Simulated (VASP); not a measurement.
A VASP calculation is set up with these files.

### POSCAR
```
RuS
1
    0.0000000000     2.4675580000     2.4675580000
    2.4675580000     0.0000000000     2.4675580000
    2.4675580000     2.4675580000     0.0000000000
S Ru
1 1
Direct
  0.0000000000   0.0000000000   0.0000000000
  0.5000000000   0.5000000000   0.5000000000
```

### KPOINTS
```
Automatic mesh
0
Gamma
9 9 9
0 0 0
```

**INCAR**
```
SYSTEM = RuS
PREC = Accurate; ENCUT = 300; LREAL = F
LASPH = T
EDIFF = 1E-6; NELM = 100; ALGO = Normal
LMAXMIX = 4
ISMEAR = 0; SIGMA = 0.05
GGA = PE; GGA_COMPAT = F
MAGMOM = 6*0.0; LSORBIT = T; LNONCOLLINEAR = T
ISIF = 2
LWAVE = F; LCHARG = F; LORBIT = 11
```

POTCAR, in this order: S Ru_pv (PBE.64 set). Program: vasp_ncl.

Question: Translate this PBE+SOC calculation to Ansatz.

Answer: One equivalent input (not run):
Ansatz 0.2 input:
```yaml
crystal:
  lattice:
    - [0.0000000, 2.4675580, 2.4675580]
    - [2.4675580, 0.0000000, 2.4675580]
    - [2.4675580, 2.4675580, 0.0000000]
  atoms:
    - { symbol: S, position: [0.0000000, 0.0000000, 0.0000000] }
    - { symbol: Ru, position: [0.5000000, 0.5000000, 0.5000000] }
kpoints:
  mp_grid: { grid: [9, 9, 9] }
hamiltonian:
  xc: pbe
  pseudopotentials: { kind: paw }
magnetization: { noncollinear: true, spin_orbit: true }
scf:
  occupations: { method: gaussian, width: 0.05 }
  max_iter: 100
output: { forces: true, stress: true, eigenvalues: true }
```
What does not carry over: each code has its own PAW files, so the cut-off isn't converted (ENCUT is set for VASP's; basis.ecutwfc is left out, and Ansatz then takes the one that its files recommend); Ansatz stops its SCF on the density residual and VASP on the energy change (EDIFF).

The structure was generated: RuS was put into an ordered model structure, which need not be its known phase. The cell was not relaxed at this level. The run is one of a series of settings (GGA_COMPAT = .FALSE., LNONCOLLINEAR = .TRUE., LSORBIT = .TRUE., MAGMOM = 0.0 0.0 0.0 0.0 0.0 0.0, program vasp_ncl against the base run), some of them coarse on purpose.
